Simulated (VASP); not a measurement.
An input for Quantum ESPRESSO's pw.x (written as the equivalent of a VASP run, and not itself run):

```
&CONTROL
  calculation = 'scf'
  pseudo_dir = './pseudo'
  outdir = './out'
  tprnfor = .true.
  tstress = .true.
/
&SYSTEM
  ibrav = 0
  nat = 6
  ntyp = 2
  ecutwfc = 86
  occupations = 'smearing'
  smearing = 'gaussian'
  degauss = 0.000735
  input_dft = 'pbe'
/
&ELECTRONS
  conv_thr = 7.3e-08
  electron_maxstep = 100
/
ATOMIC_SPECIES
  W 183.840 W.upf
  Se 78.971 Se.upf
CELL_PARAMETERS angstrom
     3.3199300    0.0000000    0.0000000
    -1.6599650    2.8751440    0.0000000
     0.0000000    0.0000000   13.7371900
ATOMIC_POSITIONS crystal
  W    0.6675720  0.3298250  0.7492500
  W    0.3178460  0.6639310  0.2547520
  Se   0.3287910  0.6834440  0.8684820
  Se   0.6822380  0.3311270  0.1313560
  Se   0.6494660  0.3151590  0.3672580
  Se   0.3540870  0.6765140  0.6289020
K_POINTS automatic
  5 5 1 0 0 0
```

**Question.** Write the VASP files for the same calculation (PBE).

**Answer.** One answer among several that fit: 
File POSCAR:
```
WSe2
1.0
  3.3199300000   0.0000000000   0.0000000000
 -1.6599650000   2.8751440000   0.0000000000
  0.0000000000   0.0000000000  13.7371900000
W Se
2 4
Direct
  0.6675720000   0.3298250000   0.7492500000
  0.3178460000   0.6639310000   0.2547520000
  0.3287910000   0.6834440000   0.8684820000
  0.6822380000   0.3311270000   0.1313560000
  0.6494660000   0.3151590000   0.3672580000
  0.3540870000   0.6765140000   0.6289020000
```

INCAR:
```
# general
SYSTEM =WSe2
PREC   =Accurate
ENCUT  =300
LREAL  =.False.
LASPH  =.True.

# electronic loop
EDIFF  =1E-6   # SCF stop (eV)
NELM   =100   # most electronic steps
ALGO   =Normal
LMAXMIX=6   # l cut-off of mixed one-centre charges

# smearing
ISMEAR =0
SIGMA  =0.01

# functional
GGA    =PE   # PBE

# ions
ISIF   =2

# output
LWAVE  =.False.
LCHARG =.False.
```

**KPOINTS**
```
Automatic mesh
0
Gamma
5 5 1
0 0 0
```

POTCAR, in this order: W_sv Se (PBE.64 set). Program: vasp_std.

The two are equivalent in intent, not identical: the potentials are each code's own (VASP's PAW set, PseudoDojo norm-conserving files in pw.x), so ENCUT and ecutwfc are chosen apart and not converted; conv_thr bounds pw.x's estimated SCF error, while EDIFF bounds the energy change between steps.

The structure comes from a computed database's WSe2 entry; how it stands against other phases isn't given here. The cell was not relaxed at this level, atoms are displaced from their ideal sites. The k-mesh is coarse (spacing up to 0.46 per Å, 2π included), so the numbers may not be converged in it.
